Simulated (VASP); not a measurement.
A run of VASP 6.6.1 is set up as follows.

File INCAR:

```
SYSTEM = Al16W
  PREC = Accurate
  ENCUT = 520
  EDIFF = 1E-6
  ISMEAR = 0
  SIGMA = 0.15
  LREAL = Auto
  LASPH = .TRUE.
  NELM = 100
  ALGO = Fast
  ISIF = 2
  LWAVE = .FALSE.
  LCHARG = .FALSE.
  GGA = PE
  NBANDS = 45
```

KPOINTS

```
regular mesh
0
G
  2 3 1
  0 0 0
```

File POSCAR:

```
Al16W
1.0
    8.1000000000      0.0000000000      0.0000000000
    0.0000000000      5.7275650000      0.0000000000
    0.0000000000      0.0000000000     16.2956740000
Al W
16 1
Direct
    0.2500000000      0.2499999564      0.0613659797
    0.7500000000      0.2499999564      0.0613659797
    0.2500000000      0.7500000436      0.0613659797
    0.7500000000      0.7500000436      0.0613659797
   -0.0001217284      0.0142124969      0.1474598105
    0.4982750617      0.0093984093      0.1359256451
   -0.0078855556      0.5082886008      0.1456509255
    0.5022550617      0.5052438514      0.1353708966
    0.2540645679      0.3047644156      0.2284168792
    0.7239416049      0.2067047690      0.2324320553
    0.2775233333      0.8086588280      0.2298430860
    0.7326901235      0.7289223256      0.2260652122
   -0.0150804938     -0.1304034088      0.3116447960
    0.2524922222      0.0893528052      0.3812806393
   -0.0366181481      0.3819408422      0.3171449674
    0.5138981481      0.5035401606      0.3146689115
    0.2230017284      0.5886780857      0.3624088823
```

Potentials or basis: VASP PAW PBE potentials, release 64 (Al, W_sv).

Command:

```bash
$ cat potpaw_PBE.64/Al/POTCAR potpaw_PBE.64/W_sv/POTCAR > POTCAR
$ mpirun -np 1 vasp_std > vasp.out
```

What does it give for the largest force?

0.352 eV/Å.

What does it give for the band gap on the k mesh?

None (metal or under the smearing width).

Forces on the atoms (eV/Å):
```
Al  -0.232  0.221  0.109
Al   0.266 -0.228  0.029
Al  -0.158 -0.069  0.132
Al   0.096  0.085 -0.286
Al   0.012  0.001 -0.005
Al   0.005 -0.008 -0.001
Al   0.009  0.004  0.002
Al  -0.001 -0.003 -0.002
Al   0.003 -0.004  0.003
Al   0.001  0.011  0.014
Al   0.000 -0.004  0.004
Al  -0.002 -0.004 -0.004
Al   0.002 -0.004  0.001
Al   0.003 -0.005  0.002
Al  -0.004  0.000  0.003
Al   0.004  0.000  0.004
W   -0.004  0.010 -0.004
```

Caveat: the k mesh is coarse (spacing up to 0.39 Å⁻¹), so the values aren't converged. The run has no spin-orbit coupling, so splittings on W are missing.
